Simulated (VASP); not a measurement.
Input:

```
AgS
1.0
    4.19846     0.00000     0.00000
   -2.09923     3.63597     0.00000
    0.00000     0.00000     5.85162
Ag S
2 2
Direct
  0.00000   0.00000   0.00000
  0.00000   0.00000   0.50000
  0.33333   0.66667   0.25000
  0.66667   0.33333   0.75000
```

Computed with PBE GGA, VASP's PBE PAW potentials (set 64) (plane waves; VASP). Settings: 800 eV cut-off, 7×7×4 Γ-centred mesh, Gaussian smearing of 0.050 eV, potentials Ag S.

Q: What does the run give for the energy per atom (σ→0), pressure, band gap (on the k-mesh) with the smallest direct gap where there is one?

A: 
```
Quantity                                                     Value
------------------------  ----------------------------------------
band gap (on the k-mesh)  none (metal, semimetal or under 0.01 eV)
energy per atom (σ→0)                               -3.156 eV/atom
pressure                                                 -8.40 GPa
```

Only differences to runs with the same potentials and settings are physical.

The structure was generated: AgS was put into the NiAs type (P6_3/mmc), which need not be its known phase. The cell was not relaxed at this level. The run is one of a series of settings (ENCUT = 800 against the base run), some of them coarse on purpose.
